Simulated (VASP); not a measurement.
Given:

```
Cd2SSe
1.0
    4.21020     0.00000     0.00000
   -2.10510     3.64614     0.00000
    0.00000     0.00000     6.87439
Cd Se S
2 1 1
Direct
  0.00000   0.00000   0.48902
  0.33333   0.66667   0.01076
  0.33333   0.66667   0.62677
  0.00000   0.00000   0.12145
```

These are PBEsol GGA with spin-orbit coupling, VASP's PBE PAW potentials (set 64) (plane waves; VASP) values and carry that method's errors. Run with 400 eV cut-off, 6×6×3 Γ-centred mesh, Gaussian smearing of 0.050 eV, potentials Cd Se S.

**Question.** Give the energies of bands 27 to 40 at the high-symmetry points, in eV from the valence-band maximum.

**Answer.** 
```json
[
 {"band": "27", "Γ": "-1.13", "M": "-3.87", "K": "-4.00", "A": "-2.76", "L": "-4.38", "H": "-4.30"},
 {"band": "28", "Γ": "-1.13", "M": "-3.87", "K": "-3.90", "A": "-2.76", "L": "-4.38", "H": "-4.21"},
 {"band": "29", "Γ": "-1.05", "M": "-2.94", "K": "-3.42", "A": "-0.93", "L": "-1.87", "H": "-2.93"},
 {"band": "30", "Γ": "-1.05", "M": "-2.94", "K": "-3.37", "A": "-0.93", "L": "-1.87", "H": "-2.89"},
 {"band": "31", "Γ": "-0.36", "M": "-2.18", "K": "-2.24", "A": "-0.90", "L": "-1.74", "H": "-2.57"},
 {"band": "32", "Γ": "-0.36", "M": "-2.18", "K": "-2.21", "A": "-0.90", "L": "-1.74", "H": "-2.49"},
 {"band": "33", "Γ": "-0.13", "M": "-1.58", "K": "-2.09", "A": "-0.43", "L": "-1.49", "H": "-1.54"},
 {"band": "34", "Γ": "-0.13", "M": "-1.58", "K": "-2.04", "A": "-0.43", "L": "-1.49", "H": "-1.48"},
 {"band": "35", "Γ": "0.00", "M": "-0.91", "K": "-1.88", "A": "-0.18", "L": "-1.28", "H": "-1.23"},
 {"band": "36", "Γ": "0.00", "M": "-0.91", "K": "-1.87", "A": "-0.18", "L": "-1.28", "H": "-1.22"},
 {"band": "37", "Γ": "0.57", "M": "3.08", "K": "4.06", "A": "2.13", "L": "2.83", "H": "3.70"},
 {"band": "38", "Γ": "0.57", "M": "3.08", "K": "4.06", "A": "2.13", "L": "2.83", "H": "3.73"},
 {"band": "39", "Γ": "2.22", "M": "3.32", "K": "4.42", "A": "2.47", "L": "2.88", "H": "3.76"},
 {"band": "40", "Γ": "2.22", "M": "3.32", "K": "4.46", "A": "2.47", "L": "2.88", "H": "3.78"}
]
```

The gap is direct, 0.57 eV, from the valence maximum at Γ to the conduction minimum at Γ.

The structure comes from a computed database's Cd2SeS entry (P3m1); how it stands against other phases isn't given here. It was relaxed first, which changed the volume by -6 %.
